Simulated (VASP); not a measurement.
A run of VASP 6.6.1:

The input INCAR:

```
PREC = Accurate
ENCUT = 520
EDIFF = 1E-6
ISMEAR = -1
SIGMA = 0.02
LREAL = Auto
LASPH = True
NELM = 100
ALGO = Fast
ISIF = 2
LWAVE = False
LCHARG = False
GGA = PE
NBANDS = 30
```

File KPOINTS:

```
regular mesh
0
Gamma
  1 1 1
```

File POSCAR:

```
H
1.0
    6.6038540000      0.0000000000      0.0000000000
    0.0000000000      6.6038540000      0.0000000000
    0.0000000000      0.0000000000      6.6038540000
H
24
Direct
    0.8657171005      0.7200363977      0.8871226423
    0.7590886147      0.7064541176      0.8502427093
    0.1805495291      0.7347039941      0.9754321688
    0.1505651543      0.6520042347      1.0477762666
    0.9483937010      0.5210589976      0.5802763840
    0.9853139807      0.4137205931      0.5837019210
    1.0475839102      0.1439993732      0.8181368817
    0.9702689821      0.1180342750      0.8969955893
    0.4010496234      0.9409059545      0.1736030887
    0.3478326497      1.0387674543      0.1953375496
    0.3972242902      0.3681138647     -0.0239644819
    0.4855517223      0.3020192745     -0.0517440890
    0.4482053379      0.6257692473      0.7887767101
    0.4522644178      0.7083735632      0.7110260636
    0.0616058804      0.3192675765      0.1592674061
    0.0098072443      0.3967041236      0.2242155258
    0.5444888720      1.0661799030      0.7364911969
    0.5888046534      1.0295567547      0.6388143535
    0.6724152214      0.6971152294      0.3023415849
    0.7764549310      0.7380444744      0.2815961002
    0.9543103020      0.0179459857      0.4686700164
    0.8878903251      0.0770447769      0.3983424601
    0.5735234692      0.3615580492      0.4399985212
    0.5341732872      0.3366207850      0.3367546307
```

Potentials or basis: VASP PAW PBE potentials, release 64 (H).

The run is started by

```bash
$ cat potpaw_PBE.64/H/POTCAR > POTCAR
$ mpirun -np 1 vasp_gam > vasp.out
```

Hardware: 1 thread of AMD EPYC 9R45 (Zen 5), with other jobs on the host.

Task: Estimate the wall time of this run.

Result: It took 13 s on 1 thread of AMD EPYC 9R45 (Zen 5) (shared host), peak memory 0.27 GiB. Counts: scf iterations 14, k points 1.
